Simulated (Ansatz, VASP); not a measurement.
## SiGe60H37Cl (dichlorosilane after losing HCl on H:Ge(100)-2x1) in two plane-wave programs

Aim: how closely do two programs agree when they are given the same cell, functional and k mesh? The cell is taken from a series of runs on this material, whose earlier steps may have relaxed, scaled, displaced or heated it; both programs get it as it stands.

Main program and level: Ansatz 0.2.0; plane waves, with VASP 6.6.1 beside it; PBE with D3(BJ).

### 1. Set-up

The cell holds 99 atoms: 60 Ge, 37 H, 1 Si and 1 Cl. Cell: a = 16.292 Å, b = 12.219 Å, c = 23.953 Å, α = 90.0°, β = 90.0°, γ = 90.0°. It derives from Ge (H:Ge(100)-2x1). As first built, before any earlier steps moved the atoms or strained the cell (in the runner's words): diamond Ge(100), 4 x 3 surface cells, five layers, dimers with one H on each atom, bottom capped by H (lattice constants typed as starting values near PBE's), lower atoms held; the H of one Ge-H group replaced by the Si fragment of dichlorosilane less one ligand, eased by MACE. Vacuum lies along c.

### 2. Ansatz: single point, PBE with D3(BJ)

Ansatz runs on its default PAW (the set named soft_2) files.

With cell and atoms fixed, the geometry can't cause a difference; cores, projectors, grids and the points listed under the comparison can.

Contents of input.yaml:

```yaml
crystal:
  lattice:
    - [16.29174, 0.0, 0.0]
    - [0.0, 12.21881, 0.0]
    - [0.0, 0.0, 23.95266]
  atoms:
    - { symbol: Ge, position: [0.0, 0.0, 0.07887] }
    - { symbol: Ge, position: [0.125, 0.0, 0.13899] }
    - { symbol: Ge, position: [0.12499, 0.16668, 0.19356] }
    - { symbol: Ge, position: [0.00579, 0.16667, 0.25619] }
    - { symbol: Ge, position: [0.04722, 0.99995, 0.30707] }
    - { symbol: Ge, position: [0.0, 0.33333, 0.07887] }
    - { symbol: Ge, position: [0.125, 0.33333, 0.13899] }
    - { symbol: Ge, position: [0.12499, 0.49998, 0.19355] }
    - { symbol: Ge, position: [0.00582, 0.5, 0.25618] }
    - { symbol: Ge, position: [0.04723, 0.33333, 0.30714] }
    - { symbol: Ge, position: [0.0, 0.66667, 0.07887] }
    - { symbol: Ge, position: [0.125, 0.66667, 0.13899] }
    - { symbol: Ge, position: [0.12499, 0.83333, 0.19355] }
    - { symbol: Ge, position: [0.00576, 0.8333, 0.25612] }
    - { symbol: Ge, position: [0.04726, 0.6667, 0.3071] }
    - { symbol: Ge, position: [0.25, 0.0, 0.07887] }
    - { symbol: Ge, position: [0.375, 0.0, 0.13899] }
    - { symbol: Ge, position: [0.3747, 0.16668, 0.20003] }
    - { symbol: Ge, position: [0.24419, 0.16668, 0.25617] }
    - { symbol: Ge, position: [0.20287, 0.99992, 0.30705] }
    - { symbol: Ge, position: [0.25, 0.33333, 0.07887] }
    - { symbol: Ge, position: [0.375, 0.33333, 0.13899] }
    - { symbol: Ge, position: [0.37482, 0.49993, 0.2002] }
    - { symbol: Ge, position: [0.24418, 0.50002, 0.25616] }
    - { symbol: Ge, position: [0.20293, 0.33337, 0.30716] }
    - { symbol: Ge, position: [0.25, 0.66667, 0.07887] }
    - { symbol: Ge, position: [0.375, 0.66667, 0.13899] }
    - { symbol: Ge, position: [0.37504, 0.83335, 0.20018] }
    - { symbol: Ge, position: [0.24427, 0.8333, 0.25608] }
    - { symbol: Ge, position: [0.20289, 0.66672, 0.30709] }
[... 63 atom lines left out ...]
    - { symbol: H, position: [0.73289, 0.33258, 0.36844] }
    - { symbol: H, position: [0.73366, 0.66671, 0.36872] }
    - { symbol: Si, position: [0.49964, 0.32877, 0.40014] }
    - { symbol: Cl, position: [0.55323, 0.45618, 0.44495] }
    - { symbol: H, position: [0.40863, 0.34411, 0.40273] }
    - { symbol: H, position: [0.52206, 0.22415, 0.42867] }
kpoints:
  mp_grid: { grid: [1, 1, 1] }
hamiltonian:
  xc: pbe
  dispersion: d3bj
scf:
  occupations: { method: fermi_dirac, width: 0.025 }
output:
  forces: true
  populations: true
  dos:
    method: { smearing: { sigma: 0.08 } }
    de: 0.1
    projected:
      site_lists: { Cl: [Cl], Ge: [Ge], H: [H], Si: [Si], adsorbate: [95, 96, 97, 98] }
  eigenvalues: true
  write_density: true
  write_potential: true
  volumetric_format: npy
```

Launch:

```sh
ansatz run input.yaml --threads 4 --pin off --max-ram 15872MiB --backend cpu --events-out ev --progress --plain --runs-dir out
```

Numbers of over 12 decimals in the logs are rounded to 6 here.

Log:

```text
Engine: ansatz 0.2.0, aarch64-unknown-linux-gnu
Pseudopotentials: kind: paw
Pseudopotential: Ge, paw, valence charge 14, recommended cutoff 420 eV (normal), Ge.paw.azcp
Pseudopotential: H, paw, valence charge 1, recommended cutoff 420 eV (normal), H.paw.azcp
Pseudopotential: Si, paw, valence charge 4, recommended cutoff 420 eV (normal), Si.paw.azcp
Pseudopotential: Cl, paw, valence charge 7, recommended cutoff 420 eV (normal), Cl.paw.azcp
Functional definition: PBE
  parameter kappa = 0.804
  parameter beta = 0.066725
  exchange = pbe_x(kappa = kappa, mu = beta*pi^2/3)
  correlation = pbe_c(beta = beta)
Crystal: 99 atoms, lattice volume = 4768.152 Å³
Basis set: ecut = 420 eV, 93107 PW (Γ), exchange–correlation on 240×180×324 points (8 copies of the dense FFT grid, shifted against one another)
Bands: 543, of which v1, the nominal top of the filled ones, is band 444 counted from 1 (443 counted from 0)
Symmetry: 1 space group operations
Space group: P1 (ITA 1), of the structure as read, at distance tolerance 1.7e-4 Å
k-points: 1
Non-local potential: Ge, projectors of the file, l = 0: 2, l = 1: 2, l = 2: 3, l = 3: 1
Non-local potential: H, projectors of the file, l = 0: 2, l = 1: 1
Non-local potential: Si, projectors of the file, l = 0: 2, l = 1: 2, l = 2: 2
Non-local potential: Cl, projectors of the file, l = 0: 2, l = 1: 2, l = 2: 2
PAW form: soft (Blöchl's): semilocal exchange-correlation on the pseudo side does not see the compensation charge
PAW one-centre angular grid: Ge, 590 points (default); XC on 64 Gauss nodes
PAW one-centre angular grid: H, 110 points (default); XC on 64 Gauss nodes
PAW one-centre angular grid: Si, 110 points (default); XC on 64 Gauss nodes
PAW one-centre angular grid: Cl, 110 points (default); XC on 64 Gauss nodes
Initial density: superposition of atomic densities (neutral atoms: chi_scale 0, normalization atom), corrected by the library's trained network
Initial wavefunctions: pseudopotential atomic-orbital guess
Functional: x = pbe(κ = 0.804, μ = 0.219515), c = pbe(β = 0.066725)
SCF iter   1: F=—  HF=-260000.870913 eV  |F-HF|=—  |Δ(HF+E_count)|=         —  Δρ=1.65e-3  dr2=4.15e-1  ethr=1.77e-3  ⟨swp⟩=6.0  Hψ=2020  notcnv=0  defer=41
preconditioner: auto → Resta (q_TF=auto, 2.062 Å⁻¹)  ε∞=1.5  [insulator: Δε(μ)=1.289 eV  Ē_g=21.655 eV  σ=0.025 eV  W_gap=1.00  n_scr=708 (ndim 8)  ℏωp=16.0 eV  f_vac=0.623  D(μ)=0.00/eV (n_scr^D=0)  ε∞_Penn≈1.5  vacuum switching on, ρ_ref=3.4e-2 e/Å³]
SCF iter   2: F=—  HF=-260000.843096 eV  |F-HF|=—  |Δ(HF+E_count)|=   2.78e-2  Δρ=1.17e-3  dr2=2.98e-1  ethr=4.68e-5  ⟨swp⟩=4.0  Hψ=1161  notcnv=0  defer=93
SCF iter   3: F=—  HF=-260000.808784 eV  |F-HF|=—  |Δ(HF+E_count)|=   3.43e-2  Δρ=6.50e-4  dr2=6.15e-2  ethr=3.35e-5  ⟨swp⟩=4.0  Hψ=558  notcnv=0  defer=93
SCF iter   4: F=—  HF=-260000.809709 eV  |F-HF|=—  |Δ(HF+E_count)|=   9.24e-4  Δρ=3.60e-4  dr2=3.22e-2  ethr=6.93e-6  ⟨swp⟩=2.0  Hψ=654  notcnv=0  defer=92
SCF iter   5: F=—  HF=-260000.806912 eV  |F-HF|=—  |Δ(HF+E_count)|=   2.80e-3  Δρ=1.34e-4  dr2=1.20e-3  ethr=3.62e-6  ⟨swp⟩=2.0  Hψ=533  notcnv=0  defer=92
SCF iter   6: F=—  HF=-260000.807099 eV  |F-HF|=—  |Δ(HF+E_count)|=   1.86e-4  Δρ=5.45e-5  dr2=1.51e-4  ethr=1.35e-7  ⟨swp⟩=2.0  Hψ=560  notcnv=0  defer=92
SCF iter   7: F=—  HF=-260000.807192 eV  |F-HF|=—  |Δ(HF+E_count)|=   9.36e-5  Δρ=2.07e-5  dr2=1.56e-4  ethr=1.70e-8  ⟨swp⟩=2.0  Hψ=865  notcnv=0  defer=92
SCF iter   8: F=—  HF=-260000.807168 eV  |F-HF|=—  |Δ(HF+E_count)|=   2.43e-5  Δρ=1.08e-5  dr2=6.16e-6  ethr=1.70e-8  ⟨swp⟩=2.0  Hψ=538  notcnv=0  defer=92
SCF iter   9: F=—  HF=-260000.807952 eV  |F-HF|=—  |Δ(HF+E_count)|=   7.84e-4  Δρ=5.41e-6  dr2=3.16e-6  ethr=6.94e-10  ⟨swp⟩=2.0  Hψ=986  notcnv=0  defer=92
SCF iter  10: F=—  HF=-260000.807953 eV  |F-HF|=—  |Δ(HF+E_count)|=   1.19e-6  Δρ=2.48e-6  dr2=1.07e-6  ethr=3.56e-10  ⟨swp⟩=2.0  Hψ=559  notcnv=0  defer=92
SCF iter  11: F=-260000.807954 eV  HF=-260000.807954 eV  |F-HF|=1.27e-7  |Δ(HF+E_count)|=   1.53e-7  Δρ=1.18e-6  dr2=5.35e-8  ethr=1.13e-11  ⟨swp⟩=16.0  Hψ=4064  notcnv=0
SCF 1 converged in 11 iterations: F = -260000.807954 eV  dr2 = 5.35e-8
  greatest PAW one-centre occupation: 0.998 electrons in one spin orbital (limit 2), on the Ge atom at site 35 (counted from 0), in its partial waves of l = 2
[...]
atom  83  H      0.06423313    -0.19154645    -0.05298457
  atom  84  H      0.06296174     0.19595811    -0.05199960
  atom  85  H      0.00040958    -0.00033772    -0.00197208
  atom  86  H     -0.00007355     0.00061278     0.00056499
  atom  87  H     -0.00028005    -0.00017851    -0.00028729
  atom  88  H     -0.00110983    -0.00008399    -0.00116194
  atom  89  H     -0.00202150     0.00016180    -0.00333844
  atom  90  H     -0.00075802     0.00005300    -0.00030924
  atom  91  H      0.00208079    -0.00206483    -0.00598497
  atom  92  H      0.00079615    -0.00061429    -0.00392676
  atom  93  H     -0.00151537    -0.00067389    -0.00396963
  atom  94  H     -0.00264658     0.00297753    -0.00530250
  atom  95  H     -0.00012555    -0.00196859     0.00028725
  atom  96  Si    -0.01114391     0.01393085     0.01754226
  atom  97  Cl    -0.00788110    -0.02436873    -0.01034881
  atom  98  H      0.00783630    -0.00785178    -0.00124512
  atom  99  H     -0.00153260     0.01791342    -0.00012291
  max |Σ_I F_I| component: 1.62e-4 eV/Å
--- Band table (eV) ---
  k-point 0: bands = [... 440 lower, -1.3126, -1.3108, -1.2959, -1.0664, 0.1917, 0.3653, 0.5234, 0.5265, ... 95 higher]
--- Löwdin populations: 99 sites ---
  site symbol       q [e]
     0     Ge     13.8284
     1     Ge     14.0094
     2     Ge     13.9822
     3     Ge     13.9941
     4     Ge     13.9112
     5     Ge     13.8282
     6     Ge     14.0093
     7     Ge     13.9824
     8     Ge     13.9939
     9     Ge     13.9105
    10     Ge     13.8283
    11     Ge     14.0093
    12     Ge     13.9826
    13     Ge     13.9943
    14     Ge     13.9112
    15     Ge     13.8292
    16     Ge     14.0029
    17     Ge     13.9459
    18     Ge     13.9962
    19     Ge     13.9118
    20     Ge     13.8285
    21     Ge     14.0027
    22     Ge     13.9461
    23     Ge     13.9951
[...]
91      H      1.0150
    92      H      1.0212
    93      H      1.0200
    94      H      1.0187
    95     Si      3.3864
    96     Cl      7.2581
    97      H      1.0672
    98      H      1.0639
  spilling = 0.002813 (of n_electrons = 888.000000)
```

The column dr2 measures how far the density is from self-consistency, as an energy; F and HF (Harris–Foulkes) agree once it is small.

### 3. VASP: single point, PBE with D3(BJ)

The same cell, functional, mesh and smearing now go to VASP, with its own data sets.

Lines of VASP's logs that name or quote its potential files are left out, and so is its time.

Contents of INCAR:

```
SYSTEM = SiGe60H37Cl
PREC = Accurate
ENCUT = 410
EDIFF = 1E-06
NELM = 120
ISMEAR = -1
SIGMA = 0.025
LREAL = Auto
ALGO = Normal
GGA = PE
IVDW = 12
NBANDS = 520
LORBIT = 11
LWAVE = .FALSE.
LCHARG = .FALSE.
ISIF = 2
LASPH = .TRUE.
GGA_COMPAT = .FALSE.
EFERMI = MIDGAP
NCORE = 2
```

Contents of POSCAR:

```
SiGe60H37Cl
1.0
   16.2917400000      0.0000000000      0.0000000000
    0.0000000000     12.2188100000      0.0000000000
    0.0000000000      0.0000000000     23.9526600000
Ge H Si Cl
60 37 1 1
Direct
    0.0000000000      0.0000000000      0.0788700000
    0.1250000000      0.0000000000      0.1389900000
    0.1249900000      0.1666800000      0.1935600000
    0.0057900000      0.1666700000      0.2561900000
    0.0472200000      0.9999500000      0.3070700000
    0.0000000000      0.3333300000      0.0788700000
    0.1250000000      0.3333300000      0.1389900000
    0.1249900000      0.4999800000      0.1935500000
    0.0058200000      0.5000000000      0.2561800000
    0.0472300000      0.3333300000      0.3071400000
    0.0000000000      0.6666700000      0.0788700000
    0.1250000000      0.6666700000      0.1389900000
    0.1249900000      0.8333300000      0.1935500000
    0.0057600000      0.8333000000      0.2561200000
    0.0472600000      0.6667000000      0.3071000000
    0.2500000000      0.0000000000      0.0788700000
    0.3750000000      0.0000000000      0.1389900000
    0.3747000000      0.1666800000      0.2000300000
    0.2441900000      0.1666800000      0.2561700000
    0.2028700000      0.9999200000      0.3070500000
    0.2500000000      0.3333300000      0.0788700000
    0.3750000000      0.3333300000      0.1389900000
    0.3748200000      0.4999300000      0.2002000000
    0.2441800000      0.5000200000      0.2561600000
    0.2029300000      0.3333700000      0.3071600000
    0.2500000000      0.6666700000      0.0788700000
    0.3750000000      0.6666700000      0.1389900000
    0.3750400000      0.8333500000      0.2001800000
    0.2442700000      0.8333000000      0.2560800000
    0.2028900000      0.6667200000      0.3070900000
[... 63 atom lines left out ...]
    0.7328900000      0.3325800000      0.3684400000
    0.7336600000      0.6667100000      0.3687200000
    0.4086300000      0.3441100000      0.4027300000
    0.5220600000      0.2241500000      0.4286700000
    0.4996400000      0.3287700000      0.4001400000
    0.5532300000      0.4561800000      0.4449500000
```

Contents of KPOINTS:

```
Automatic mesh
0
Gamma
1 1 1
0 0 0
```

Potentials, in the order of the species: Ge_d, H, Si and Cl (PBE family, release 64).

Launch:

```sh
mpirun -np 8 vasp_gam
```

Log:

```text
[banner, memory and clock lines left out]
running    8 mpi-ranks, on    1 nodes
[...]
LDA part: xc-table for (Slater+PW92), standard interpolation
 POSCAR, INCAR and KPOINTS ok, starting setup
[...]
entering main loop
       N       E                     dE             d eps       ncg     rms          rms(c)
DAV:   1     0.127034215539E+05    0.12703E+05   -0.40045E+05  1128   0.284E+03
DAV:   2     0.235374043745E+04   -0.10350E+05   -0.10145E+05  1328   0.682E+02
DAV:   3    -0.109975382547E+03   -0.24637E+04   -0.23583E+04  1448   0.239E+02
DAV:   4    -0.386895290765E+03   -0.27692E+03   -0.27295E+03  1184   0.879E+01
[...]
DAV:  30    -0.388903482311E+03   -0.71288E-05   -0.18713E-07   696   0.235E-03    0.365E-04
DAV:  31    -0.388903486286E+03   -0.39749E-05   -0.16115E-07   688   0.142E-03    0.180E-04
DAV:  32    -0.388903486979E+03   -0.69290E-06   -0.53081E-08   696   0.134E-03
   1 F= -.40284253E+03 E0= -.40284253E+03  d E =-.294094E-10
```

OUTCAR, selected parts (step 3):

```text
  FREE ENERGIE OF THE ION-ELECTRON SYSTEM (eV)
  ---------------------------------------------------
  free  energy   TOTEN  =      -402.8425294106 eV

  energy  without entropy=     -402.8425294106  energy(sigma->0) =     -402.84252941
```

### 4. Side by side

Known differences besides the potentials themselves: the cutoff is 420 eV in Ansatz and 410 eV in VASP (PREC = Accurate, projectors in real space). Total energies have different zeros and are not compared.

The two programs side by side:

```csv
quantity,Ansatz,VASP,difference
gap on the k mesh (eV),1.258,1.261,-0.003
```

Forces on 10 of the 99 atoms, those with the largest forces and the largest differences (eV/Å; atoms numbered as in POSCAR):

```csv
atom,"Ansatz x, y, z","VASP x, y, z"
Ge2,"0.001, 0.000, -0.917","0.001, 0.000, -0.917"
Ge6,"0.200, 0.002, 0.531","0.200, 0.002, 0.502"
Ge7,"0.001, 0.000, -0.915","0.001, 0.000, -0.916"
Ge12,"0.001, -0.001, -0.916","0.001, -0.001, -0.916"
Ge32,"0.011, -0.031, -0.932","0.011, -0.030, -0.932"
Ge37,"-0.005, 0.024, -0.910","-0.005, 0.024, -0.911"
Ge41,"0.201, -0.004, 0.534","0.201, -0.004, 0.504"
Ge42,"0.007, 0.009, -0.910","0.007, 0.009, -0.910"
Si98,"-0.011, 0.014, 0.018","0.002, 0.044, 0.042"
Cl99,"-0.008, -0.024, -0.010","-0.026, -0.058, -0.034"
```

The forces differ by 12 meV/Å r.m.s., which is 6.4 % of the r.m.s. force of 0.182 eV/Å (both taken over all components). A gap on the mesh is an upper bound, since the band edges may lie between its points. Where the cell holds vacuum, a pressure given here is an average over it and none of the material.

### 5. Results

```json
{
  "r.m.s. force difference (single point, PBE with D3(BJ))": "12 meV/Å"
}
```

The r.m.s. force difference is 12 meV/Å (single point, PBE with D3(BJ)), at about the 12 meV/Å picked in this series as the mark of a large difference. How closely two codes agree says nothing of how well the functional describes the real material.

[Lines on the potential files, build, host, timing and source positions are cut from VASP's logs without a mark.]

[Logs are printed without paths, hosts, clocks, repeated set-up lines and the standing remarks that a program may print on its own settings, such as how far it seeks lower states.]

[Hosts, paths, dates, database ids (printed as entryN), source tags and the programs' standing remarks are cut or masked in the printed files.]
